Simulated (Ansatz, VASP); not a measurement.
# LaAs in two plane-wave programs, part 2 of 2

Aim: how closely do two programs agree when they are given the same cell, functional and k mesh? The cell is generated by rule, not measured, and may not be a known phase. The cell is taken from a series of runs on this material, whose earlier steps may have relaxed, scaled, displaced or heated it; both programs get it as it stands.

VASP 6.6.1 and Ansatz 0.2.0.

So far: The structure; VASP: zone-centre phonons, PBEsol.

### Step 2. VASP: zone-centre phonons, PBEsol (continued)

Level of this step: PBEsol; plane waves and PAW (La, As); invented cell (VASP).

Numbers of over 12 decimals in the logs are rounded to 6 here.

From OUTCAR (step 2):

```text
ion  position               nearest neighbor table
   1  0.000  0.500  0.875-   3 2.98   4 2.98   3 2.98   4 2.98
   2  0.500  0.000  0.125-   3 2.98   4 2.98   4 2.98   3 2.98
   3  0.000  0.000  0.500-   1 2.98   2 2.98   1 2.98   2 2.98
   4  0.500  0.500  0.500-   1 2.98   2 2.98   2 2.98   1 2.98

  LATTYP: Found a simple tetragonal cell.
 ALAT       =     5.3176757042
 C/A-ratio  =     0.6797022553

 Subroutine GETGRP returns: Found 16 space group operations
 (whereof  8 operations were pure point group operations)

The static configuration has the point symmetry D_2d.
 The point group associated with its full space group is D_4h.

 Found     90 irreducible k-points:

   k-points           NKPTS =     90   k-points in BZ     NKDIM =     90   number of bands    NBANDS=     22

   dimension x,y,z NGX =    40 NGY =   40 NGZ =   28
   dimension x,y,z NGXF=    80 NGYF=   80 NGZF=   56

   ENCUT  =  500.0 eV  36.75 Ry    6.06 a.u.   9.70  9.70  6.59*2*pi/ulx,y,z

   NELECT =      32.0000    total number of electrons

 k-points in reciprocal lattice and weights: Automatic mesh
   0.00000000  0.00000000  0.00000000       0.002
   0.12500000  0.00000000  0.00000000       0.006
   0.25000000  0.00000000  0.00000000       0.006
   0.37500000  0.00000000  0.00000000       0.006
   0.50000000  0.00000000  0.00000000       0.003
   0.12500000  0.12500000  0.00000000       0.006
   0.25000000  0.12500000  0.00000000       0.013
   0.37500000  0.12500000  0.00000000       0.013
   0.50000000  0.12500000  0.00000000       0.006
[...]
0.25000000  0.00000000  0.50000000       0.006
[...]
average (electrostatic) potential at core
       1 -95.8976       2 -95.8976       3 -45.6681       4 -45.6681

  Total        0.0744283      0.0744283     -0.0237056      0.0000000      0.0000000      0.0000000
  in kB        1.1667136      1.1667136     -0.3716011      0.0000000      0.0000000      0.0000000
  external PRESSURE =       0.6539421 kB  Pullay stress =       0.0000000 kB

  energy-cutoff  :      500.00
  volume of cell :      102.21
      direct lattice vectors                 reciprocal lattice vectors
     5.317675704  0.000000000  0.000000000     0.188052084  0.000000000  0.000000000
     0.000000000  5.317675704  0.000000000     0.000000000  0.188052084  0.000000000
     0.000000000  0.000000000  3.614436169     0.000000000  0.000000000  0.276668325

 POSITION                                       TOTAL-FORCE (eV/Angst)
 -----------------------------------------------------------------------------------
      0.00000      2.65884      3.16386         0.000000     -0.000000      0.002844
      2.65884      0.00000      0.45058         0.000000      0.000000     -0.002844
      0.00000      0.00000      1.80722         0.000000     -0.000000      0.000000
      2.65884      2.65884      1.80722         0.000000      0.000000      0.000000
 -----------------------------------------------------------------------------------
    total drift:                                0.000000      0.000000      0.000000

 Eigenvectors and eigenvalues of the dynamical matrix
 ----------------------------------------------------

   1 f  =    5.146761 THz    32.338051 2PiTHz  171.677456 cm-1    21.285282 meV
             X         Y         Z           dx          dy          dz
      0.000000  2.658838  3.163857     0.026360   -0.320847   -0.000000
      2.658838  0.000000  0.450579    -0.026360    0.320847   -0.000000
      0.000000  0.000000  1.807218     0.051551    0.627459    0.000000
      2.658838  2.658838  1.807218    -0.051551   -0.627459    0.000000

   2 f  =    5.146761 THz    32.338051 2PiTHz  171.677456 cm-1    21.285282 meV
             X         Y         Z           dx          dy          dz
      0.000000  2.658838  3.163857     0.320847    0.026360   -0.000000
      2.658838  0.000000  0.450579    -0.320847   -0.026360    0.000000
      0.000000  0.000000  1.807218     0.627459   -0.051551   -0.000000
      2.658838  2.658838  1.807218    -0.627459    0.051551   -0.000000

   3 f  =    4.165767 THz    26.174286 2PiTHz  138.955028 cm-1    17.228220 meV
             X         Y         Z           dx          dy          dz
      0.000000  2.658838  3.163857     0.315165    0.276826    0.000000
      2.658838  0.000000  0.450579     0.315165    0.276826   -0.000000
      0.000000  0.000000  1.807218    -0.427688   -0.375661    0.000000
      2.658838  2.658838  1.807218    -0.427688   -0.375661    0.000000

   4 f  =    4.165767 THz    26.174286 2PiTHz  138.955028 cm-1    17.228220 meV
             X         Y         Z           dx          dy          dz
      0.000000  2.658838  3.163857    -0.276826    0.315165   -0.000000
      2.658838  0.000000  0.450579    -0.276826    0.315165   -0.000000
      0.000000  0.000000  1.807218     0.375661   -0.427688    0.000000
      2.658838  2.658838  1.807218     0.375661   -0.427688    0.000000

   5 f  =    3.773099 THz    23.707078 2PiTHz  125.857024 cm-1    15.604275 meV
             X         Y         Z           dx          dy          dz
      0.000000  2.658838  3.163857     0.000000   -0.000000   -0.419722
      2.658838  0.000000  0.450579     0.000000   -0.000000   -0.419722
      0.000000  0.000000  1.807218    -0.000000    0.000000    0.569063
      2.658838  2.658838  1.807218    -0.000000    0.000000    0.569063

   6 f  =    2.724365 THz    17.117688 2PiTHz   90.875025 cm-1    11.267062 meV
             X         Y         Z           dx          dy          dz
      0.000000  2.658838  3.163857    -0.340514   -0.529540    0.000000
      2.658838  0.000000  0.450579     0.340514    0.529540   -0.000000
      0.000000  0.000000  1.807218     0.174120   -0.270777   -0.000000
      2.658838  2.658838  1.807218    -0.174120    0.270777    0.000000

   7 f  =    2.724365 THz    17.117688 2PiTHz   90.875025 cm-1    11.267062 meV
             X         Y         Z           dx          dy          dz
      0.000000  2.658838  3.163857    -0.529540    0.340514   -0.000000
      2.658838  0.000000  0.450579     0.529540   -0.340514    0.000000
      0.000000  0.000000  1.807218     0.270777    0.174120   -0.000000
      2.658838  2.658838  1.807218    -0.270777   -0.174120   -0.000000

   8 f  =    2.350131 THz    14.766310 2PiTHz   78.391940 cm-1     9.719357 meV
             X         Y         Z           dx          dy          dz
      0.000000  2.658838  3.163857    -0.000000    0.000000    0.707107
      2.658838  0.000000  0.450579    -0.000000   -0.000000   -0.707107
      0.000000  0.000000  1.807218    -0.000000    0.000000   -0.000000
      2.658838  2.658838  1.807218    -0.000000   -0.000000   -0.000000

   9 f  =    1.985952 THz    12.478107 2PiTHz   66.244240 cm-1     8.213235 meV
             X         Y         Z           dx          dy          dz
      0.000000  2.658838  3.163857    -0.000000    0.000000   -0.000000
      2.658838  0.000000  0.450579    -0.000000   -0.000000   -0.000000
      0.000000  0.000000  1.807218    -0.000000    0.000000   -0.707107
      2.658838  2.658838  1.807218     0.000000   -0.000000    0.707107

  10 f/i=    0.006669 THz     0.041904 2PiTHz    0.222461 cm-1     0.027582 meV
             X         Y         Z           dx          dy          dz
      0.000000  2.658838  3.163857    -0.457553    0.338650    0.000000
      2.658838  0.000000  0.450579    -0.457553    0.338650    0.000000
      0.000000  0.000000  1.807218    -0.337172    0.249552    0.000000
      2.658838  2.658838  1.807218    -0.337172    0.249552    0.000000

  11 f/i=    0.006669 THz     0.041904 2PiTHz    0.222461 cm-1     0.027582 meV
             X         Y         Z           dx          dy          dz
      0.000000  2.658838  3.163857    -0.338650   -0.457553   -0.000000
      2.658838  0.000000  0.450579    -0.338650   -0.457553   -0.000000
      0.000000  0.000000  1.807218    -0.249552   -0.337172   -0.000000
      2.658838  2.658838  1.807218    -0.249552   -0.337172   -0.000000

  12 f/i=    0.007664 THz     0.048152 2PiTHz    0.255632 cm-1     0.031694 meV
             X         Y         Z           dx          dy          dz
      0.000000  2.658838  3.163857     0.000000    0.000000   -0.569063
      2.658838  0.000000  0.450579     0.000000    0.000000   -0.569063
      0.000000  0.000000  1.807218     0.000000    0.000000   -0.419722
      2.658838  2.658838  1.807218     0.000000    0.000000   -0.419722

 ELASTIC MODULI CONTR FROM IONIC RELAXATION (kBar)
 Direction    XX          YY          ZZ          XY          YZ          ZX
 --------------------------------------------------------------------------------
 XX        -566.5807    297.4389    -84.4014      0.0000      0.0000      0.0000
 YY         297.4389   -566.5807    -84.4014      0.0000     -0.0000      0.0000
 ZZ         -84.4014    -84.4014    -52.9356      0.0000      0.0000      0.0000
 XY           0.0000      0.0000      0.0000      0.0000      0.0000      0.0000
 YZ           0.0000     -0.0000      0.0000      0.0000    -79.3767     -0.0000
 ZX           0.0000      0.0000      0.0000      0.0000     -0.0000    -82.7923
 --------------------------------------------------------------------------------
```

### Step 3. Ansatz: zone-centre phonons, PBEsol

Ansatz runs on its default PAW (the set named soft_2) files.

The same cell, functional, mesh and smearing now go to Ansatz, which takes its cutoff from its data sets.

input.yaml

```yaml
crystal:
  lattice:
    - [5.3176757042, 0.0, 0.0]
    - [0.0, 5.3176757042, 0.0]
    - [0.0, 0.0, 3.6144361691]
  atoms:
    - { symbol: La, position: [0.0, 0.5, 0.8753390237] }
    - { symbol: La, position: [0.5, 0.0, 0.1246609763] }
    - { symbol: As, position: [0.0, 0.0, 0.5] }
    - { symbol: As, position: [0.5, 0.5, 0.5] }
kpoints:
  mp_grid: { grid: [8, 8, 10] }
hamiltonian:
  xc: pbesol
scf:
  occupations: { method: methfessel_paxton, width: 0.15 }
output:
  eigenvalues: true
phonons:
  method: dfpt
```

Command:

```sh
$ ansatz run input.yaml --threads 4 --pin off --max-ram 7168MiB --backend cpu --events-out ev --progress --plain --runs-dir out
```

Output:

```text
zone centre: on kpoints.mp_grid the ground state, and the responses unless they are solved on pairs of k-points, stand on 150 of the mesh's 640 k-points, reduced under 4 symmetry operations, with k and −k counted as one. Each operation leaves every solved displacement unchanged or reverses it
Engine: ansatz 0.2.0, aarch64-unknown-linux-gnu
Pseudopotentials: kind: paw
Pseudopotential: La, paw, valence charge 11, recommended cutoff 420 eV (normal), La.paw.azcp
Pseudopotential: As, paw, valence charge 15, recommended cutoff 420 eV (normal), As.paw.azcp
Functional definition: PBEsol
  exchange = pbesol_x
  correlation = pbesol_c
Crystal: 4 atoms, lattice volume = 102.208 Å³
Basis set: ecut = 420 eV, 1957 PW (Γ), exchange–correlation on 72×72×50 points (8 copies of the dense FFT grid, shifted against one another)
Bands: 32, of which v1, the nominal top of the filled ones, is band 26 counted from 1 (25 counted from 0)
Symmetry: 16 space group operations
k-points: 150 of 640 (irreducible under 4 space group operations, time reversal used)
Non-local potential: La, projectors of the file, l = 0: 3, l = 1: 2, l = 2: 2, l = 3: 3
Non-local potential: As, projectors of the file, l = 0: 2, l = 1: 2, l = 2: 3, l = 3: 1
PAW form: soft (Blöchl's): semilocal exchange-correlation on the pseudo side does not see the compensation charge
PAW frozen core: La, regenerated for the run's functional, and the local potential with it (the file was generated under x = pbe(κ = 0.804, μ = 0.219515), c = pbe(β = 0.066725))
PAW frozen core: As, regenerated for the run's functional, and the local potential with it (the file was generated under x = pbe(κ = 0.804, μ = 0.219515), c = pbe(β = 0.066725))
PAW one-centre angular grid: La, 590 points (default); XC on 64 Gauss nodes
PAW one-centre angular grid: As, 590 points (default); XC on 64 Gauss nodes
Initial density: superposition of atomic densities (neutral atoms: chi_scale 0, normalization atom), corrected by the library's trained network
Initial wavefunctions: pseudopotential atomic-orbital guess
Functional: x = pbesol(κ = 0.804, μ = 0.123457), c = pbesol(β = 0.046)
SCF iter   1: F=—  HF=-21953.724754 eV  |F-HF|=—  |Δ(HF+E_count)|=         —  Δρ=4.46e-3  dr2=2.06e-2  ethr=1.77e-3  ⟨swp⟩=5.5  Hψ=18328  notcnv=0
preconditioner: auto → Kerker (q_TF=auto, 2.438 Å⁻¹)  [metal: Δε(μ)=0.032 eV  Ē_g=10.813 eV  σ=0.150 eV  W_gap=0.18  n_scr=30 (ndim 8)  ℏωp=19.4 eV  f_vac=0.000  D(μ)=1.09/eV (n_scr^D=4)]
SCF iter   2: F=—  HF=-21953.718934 eV  |F-HF|=—  |Δ(HF+E_count)|=   5.82e-3  S|Δr|=    0.00e0  Δρ=2.14e-3  dr2=3.40e-3  ethr=3.95e-5  ⟨swp⟩=3.0  Hψ=9551  notcnv=0  defer=172
SCF iter   3: F=—  HF=-21953.719137 eV  |F-HF|=—  |Δ(HF+E_count)|=   2.03e-4  S|Δr|=    0.00e0  Δρ=7.42e-4  dr2=4.64e-4  ethr=6.55e-6  ⟨swp⟩=2.6  Hψ=7215  notcnv=0  defer=172
SCF iter   4: F=—  HF=-21953.719213 eV  |F-HF|=—  |Δ(HF+E_count)|=   7.66e-5  S|Δr|=    0.00e0  Δρ=2.01e-4  dr2=5.66e-5  ethr=8.92e-7  ⟨swp⟩=3.0  Hψ=8626  notcnv=0  defer=172
SCF iter   5: F=—  HF=-21953.719214 eV  |F-HF|=—  |Δ(HF+E_count)|=   6.39e-7  S|Δr|=    0.00e0  Δρ=6.24e-5  dr2=5.52e-6  ethr=1.09e-7  ⟨swp⟩=3.0  Hψ=8629  notcnv=0  defer=172
SCF iter   6: F=—  HF=-21953.719214 eV  |F-HF|=—  |Δ(HF+E_count)|=   1.30e-7  S|Δr|=    0.00e0  Δρ=1.40e-5  dr2=2.07e-7  ethr=1.06e-8  ⟨swp⟩=2.3  Hψ=7056  notcnv=0  defer=172
SCF iter   7: F=—  HF=-21953.719214 eV  |F-HF|=—  |Δ(HF+E_count)|=   4.33e-7  S|Δr|=    0.00e0  Δρ=2.55e-6  dr2=8.51e-9  ethr=3.98e-10  ⟨swp⟩=2.0  Hψ=8717  notcnv=0  defer=172
SCF iter   8: F=—  HF=-21953.719214 eV  |F-HF|=—  |Δ(HF+E_count)|=  6.84e-10  S|Δr|=    0.00e0  Δρ=7.81e-7  dr2=6.16e-10  ethr=1.64e-11  ⟨swp⟩=3.0  Hψ=8788  notcnv=0  defer=172
SCF iter   9: F=—  HF=-21953.719214 eV  |F-HF|=—  |Δ(HF+E_count)|=  9.46e-11  S|Δr|=    0.00e0  Δρ=1.62e-7  dr2=4.27e-11  ethr=1.19e-12  ⟨swp⟩=2.0  Hψ=5889  notcnv=0  defer=172
SCF iter  10: F=-21953.719214 eV  HF=-21953.719214 eV  |F-HF|=7.28e-12  |Δ(HF+E_count)|=  3.64e-12  S|Δr|=    0.00e0  Δρ=3.51e-8  dr2=1.35e-12  ethr=1.00e-12  ⟨swp⟩=13.4  Hψ=27893  notcnv=0
SCF 1 converged in 10 iterations: F = -21953.719214 eV  dr2 = 1.35e-12
  greatest PAW one-centre occupation: 0.999 electrons in one spin orbital (limit 2), on the As atom at site 3 (counted from 0), in its partial waves of l = 2
DFPT response loops at Γ: preconditioner auto → Kerker (q_TF=auto, 2.438 Å⁻¹) (partly filled bands, converged f_vac=0.000); β = 1.00, the filter's whole step (`scf.mixing.beta` (0.50) is not read by the response loops under this deck's `scf.mixing.preconditioner`; to damp them name `kerker` or `kerker_dos`, under which they read `scf.mixing.beta`, and type it under 1.00, their step now; both keys bind the ground state too); Broyden in place of MSR1
SCF converged after 10 iterations
Stability not checked: this state was not tested for a lower state beside it, because cold or Methfessel-Paxton smearing, or corrected tetrahedra, fill the levels in a way that the test cannot read (fill_not_monotonic; see scf.lower_state_search)
Free energy (F): -21953.719214 eV
Harris-Foulkes:  -21953.719214 eV  (|F-HF|=7.28e-12)
Internal energy: -21953.720212 eV  (E = F + TS)
E sigma→0 (E₀):  -21953.719463 eV
Entropy (-TS):   0.000998 eV (0.250 meV/atom)
Fermi energy:    12.403087 eV
--- Per-component energies (eV) ---
  E_band       = -440.075991
  E_kinetic    = 594.849143
  E_local      = -4073.523136  (includes V_loc(G=0)·N_el)
  E_nonlocal   = -1140.385422
  E_hartree    = 2152.614962
  E_xc         = -436.555022
  E_vxc        = -456.327895  (∫ρ·V_xc dr)
  E_paw        = -14245.289620  (= ΣΔE_a)
  E_vpaw       = 330.081375  (= ΣTr[D̂ρ^β])
  E_aug_tail   = 0.000014  (compensation charges beyond the density's cutoff)
  E_ewald      = -4807.703007
  E_core_change = 2.271876  (= ΣΔE_core)
  E_smearing   = 0.000998  (= −TS)
  E_closure    = -0.000000  (closes the sum)
  Σ components = -21953.719214   (vs F -21953.719214, Δ=0.00e0)
--- Band table (eV; the first three rows and the last of 150) ---
  k-point 0: bands = [... 22 lower, 10.8053, 11.6437, 12.0906, 12.2361, 12.2361, 12.7175, 14.0765, 14.3073, ... 2 higher]
  k-point 1: bands = [... 22 lower, 10.7310, 11.7240, 12.0262, 12.1118, 12.1118, 12.3545, 13.7376, 14.3494, ... 2 higher]
  k-point 2: bands = [... 22 lower, 10.1422, 10.7758, 11.7887, 11.7887, 11.9578, 13.1156, 13.8927, 14.4113, ... 2 higher]
  k-point 149: bands = [... 22 lower, 10.2559, 10.2559, 11.9327, 11.9327, 12.6448, 12.6448, 13.9025, 13.9025, ... 2 higher]
--- Phonons (Γ-DFPT): 4 representative perturbations + reference, on 150 of 640 k-points (Σ response iterations 12) ---
  k mesh reduced under 4 symmetry operations, with k and −k counted as one. Each operation leaves every solved displacement unchanged or reverses it
  ASR residual: 6.195e-5 → 0.000e0 eV/Å²; symmetrization residual: 2.006e-6 eV/Å²
  ASR residual per site (eV/Å²): 6.19e-5 6.19e-5 3.84e-6 3.84e-6
  Γ frequencies (cm⁻¹): 0.00 0.00 0.00 64.30 77.64 90.22 90.22 124.77 138.03 138.03 170.65 170.65
  non-analytic LO–TO correction: not included (Born effective charges unavailable; polar crystals: no LO–TO splitting at Γ)
```

### Step 4. Side by side

Known differences besides the potentials themselves: the data sets hold 52 valence electrons in Ansatz (on its default PAW (the set named soft_2) files) and 32 in VASP; the cutoff is 420 eV in Ansatz and 500 eV in VASP; Ansatz makes its cores anew for this functional, VASP keeps those of its PBE data sets. Total energies have different zeros and are not compared.

Both answers:

| quantity | Ansatz | VASP | difference |
| --- | --- | --- | --- |
| optical mode 1 (cm⁻¹) | 64.3 | 66.2 | -2.93 % |
| optical mode 2 (cm⁻¹) | 77.6 | 78.4 | -0.96 % |
| optical mode 3 to 4 (cm⁻¹) | 90.2 | 90.9 | -0.72 % |
| optical mode 5 (cm⁻¹) | 124.8 | 125.9 | -0.86 % |
| optical mode 6 to 7 (cm⁻¹) | 138.0 | 139.0 | -0.67 % |
| optical mode 8 to 9 (cm⁻¹) | 170.7 | 171.7 | -0.60 % |

Modes are paired by rising frequency, not by their patterns, so a pair may set unlike modes beside each other; they are those without the splitting of longitudinal modes.

### Step 5. Outcome

```json
{"r.m.s. difference of the optical zone-centre modes, each program's sorted by frequency (zone-centre phonons, PBEsol)": "1.1 cm⁻¹", "difference in optical mode 1 (zone-centre phonons, PBEsol)": "-2.9 %"}
```

What this shows: The r.m.s. difference of the optical zone-centre modes, each program's sorted by frequency is 1.1 cm⁻¹ (zone-centre phonons, PBEsol). The data sets hold unlike numbers of valence electrons (52 in Ansatz and 32 in VASP), so part of the differences comes from the potentials. Among the rows given in per cent, the largest difference of the zone-centre phonons, PBEsol pair is in optical mode 1, -2.9 %. Such differences can come from data sets, numerical settings and the points named under the comparisons, not from the functional's error against experiment.

[Lines on the potential files, build, host, timing and source positions are cut from VASP's logs without a mark.]

[Logs are printed without paths, hosts, clocks, repeated set-up lines and the standing remarks that a program may print on its own settings, such as how far it seeks lower states.]

[Hosts, paths, dates, database ids (printed as entryN), source tags and the programs' standing remarks are cut or masked in the printed files.]
